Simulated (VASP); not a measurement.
Se (space group R-3): the band gap from VASP (plane waves, PAW) at several levels of theory. Gaps are without spin-orbit coupling. Each level names its cell: its own relaxed one, PBE's, or the starting one. A gap is the smallest over the k-mesh and a band path; hybrids may have named points in place of the path, and GW has the mesh alone. mBJ is a potential without an energy functional, so only the levels count.

```
level                  band gap (eV)
---------------------  -------------
PBEsol (own cell)               0.99
r2SCAN (own cell)               1.75
mBJ (TB09) (PBE cell)           2.12
```

The cell of the PBEsol (own cell) run:

```cif
data_Se18
_chemical_formula_sum 'Se18'
_space_group_name_H-M_alt 'R-3 :H'
_space_group_IT_number 148
_space_group_name_Hall '-R 3'
_cell_length_a 10.70811
_cell_length_b 10.70811
_cell_length_c 4.59581
_cell_angle_alpha 90.000
_cell_angle_beta 90.000
_cell_angle_gamma 120.000
loop_
_atom_site_label
_atom_site_type_symbol
_atom_site_symmetry_multiplicity
_atom_site_Wyckoff_symbol
_atom_site_fract_x
_atom_site_fract_y
_atom_site_fract_z
_atom_site_occupancy
Se1 Se 18 f 0.17592 0.21744 0.12540 1
```
(The calculation used a cell of 6 atoms; values per cell refer to that cell.)

Only levels that ran to the end are used. Left out are those held back, those with too coarse a band path, GW runs whose mesh misses a band edge, hybrids' fits of cells that aren't cubic and levels without matching references; a question may draw on a part of the rest.

The structure comes from a computed database's Se entry (R-3); how it stands against other phases isn't given here.
